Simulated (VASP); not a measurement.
Given:

```
CELL_PARAMETERS angstrom
      4.53220     0.00000     0.00000
      0.00000     4.53220     0.00000
      0.00000     0.00000     3.02965
ATOMIC_POSITIONS crystal
  Mg 0.50000 0.50000 0.50000
  Mg 0.00000 0.00000 0.00000
  H  0.69557 0.69557 0.00000
  H  0.30443 0.30443 0.00000
  H  0.80443 0.19557 0.50000
  H  0.19557 0.80443 0.50000
```

Method: PBE GGA, VASP's PBE PAW potentials (set 64) (plane waves; VASP). Numerical set-up: 300 eV cut-off, 6×6×9 Γ-centred mesh, Gaussian smearing of 0.010 eV, potentials Mg H.

At this cut-off the stress carries a Pulay error, which pulls relaxed volumes low.

Question: Give the stress tensor in GPa (positive for a compressed cell).

Answer: 
```
-2.12   0.00   0.00
 0.00  -2.12   0.00
 0.00   0.00  -2.54
```
The pressure is its mean diagonal, -2.26 GPa.

The structure comes from a computed database's MgH2 entry; how it stands against other phases isn't given here. The cell was not relaxed at this level.
